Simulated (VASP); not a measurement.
HfC:

```
CELL_PARAMETERS angstrom
0.00000 2.32500 2.32500
2.32500 0.00000 2.32500
2.32500 2.32500 0.00000
ATOMIC_POSITIONS crystal
Hf 0.50000 0.50000 0.50000
C 0.00000 0.00000 0.00000
```

* Program: VASP 6.6.1
* Task: relaxation of cell and atoms
* Functional: PBE
* Dispersion: D3(BJ)
* Potentials or basis: VASP PAW PBE potentials, release 64 (Hf_pv, C)
* Cutoff: 600 eV
* k mesh: 14 × 14 × 14
* Occupations: methfessel-paxton, width 0.1 eV
* Spin: no spin polarisation

At the start: pressure -5.4 GPa; volume 12.57 Å³/atom.

Q: How do energy, volume and symmetry change on relaxing?

A: Over 3 steps the energy falls by 4.8 meV/atom and the volume is 12.29 Å³/atom (-2.2 %); space group Fm-3m (No. 225, to 0.05 Å).

Step by step:
| step | energy change (eV) | largest force (eV/Å) | pressure (GPa) | volume (Å³) |
| --- | --- | --- | --- | --- |
| 1 | 0.0000 | 0.0000 | -5.37 | 25.14 |
| 2 | 0.0204 | 0.0000 | 10.56 | 23.64 |
| 3 | -0.0096 | 0.0000 | -0.09 | 24.58 |

Final structure:
```xyz
2
Lattice="0.0000 2.3078 2.3078 2.3078 0.0000 2.3078 2.3078 2.3078 0.0000" Properties=species:S:1:pos:R:3 pbc="T T T"
Hf    2.3078    2.3078    2.3078
C     0.0000    0.0000    0.0000
```

Caveat: pairwise dispersion overbinds metals, which lowers pressure and volume.
